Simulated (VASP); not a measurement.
VASP input:

File POSCAR:
```
C
1.0
  0.0000000000   1.7803750000   1.7803750000
  1.7803750000   0.0000000000   1.7803750000
  1.7803750000   1.7803750000   0.0000000000
C
2
Cartesian
  1.7803750000   1.7803750000   1.7803750000
  2.6705625000   2.6705625000   2.6705625000
```

File KPOINTS:
```
Automatic mesh
0
Gamma
11 11 11
0 0 0
```

INCAR:
```
# general
SYSTEM = C
PREC   = Accurate
ENCUT  = 520   # plane-wave cut-off (eV)
LREAL  = .False.   # projection in real space or not
LASPH  = .True.   # aspherical one-centre terms

# electronic loop
EDIFF  = 1E-6   # SCF stop (eV)
NELM   = 100
ALGO   = Normal   # blocked Davidson

# smearing
ISMEAR = 0
SIGMA  = 0.05

# functional
GGA    = PS

# ions
IBRION = 2   # conjugate gradients
NSW    = 60   # most ionic steps
ISIF   = 3   # ions, shape and volume
EDIFFG = -0.01   # ionic stop

# output
LWAVE  = .False.
LCHARG = .False.
```

POTCAR, in this order: C (PBE.64 set). Program: vasp_std.

Q: Translate this PBEsol calculation to Quantum ESPRESSO's pw.x.

A: One equivalent input (not run):
```
&CONTROL
  calculation = 'vc-relax'
  pseudo_dir = './pseudo'
  outdir = './out'
  tprnfor = .true.
  tstress = .true.
  nstep = 60
  forc_conv_thr = 0.00039
/
&SYSTEM
  ibrav = 0
  nat = 2
  ntyp = 1
  ecutwfc = 82
  occupations = 'smearing'
  smearing = 'gaussian'
  degauss = 0.003675
  input_dft = 'pbesol'
/
&ELECTRONS
  conv_thr = 7.3e-08
  electron_maxstep = 100
/
&IONS
/
&CELL
/
ATOMIC_SPECIES
  C 12.011 C.upf
CELL_PARAMETERS angstrom
     0.0000000    1.7803750    1.7803750
     1.7803750    0.0000000    1.7803750
     1.7803750    1.7803750    0.0000000
ATOMIC_POSITIONS crystal
  C    0.5000000  0.5000000  0.5000000
  C    0.7500000  0.7500000  0.7500000
K_POINTS automatic
  11 11 11 0 0 0
```
What does not carry over: the potentials are each code's own (VASP's PAW set, PseudoDojo norm-conserving files in pw.x), so ENCUT and ecutwfc are chosen apart and not converted; conv_thr bounds pw.x's estimated SCF error, while EDIFF bounds the energy change between steps; forc_conv_thr acts on force components and is met together with etot_conv_thr.

The structure comes from a computed database's C entry (Fd-3m); how it stands against other phases isn't given here. This run relaxes it. Symmetry was kept, so distortions that lower it aren't found.
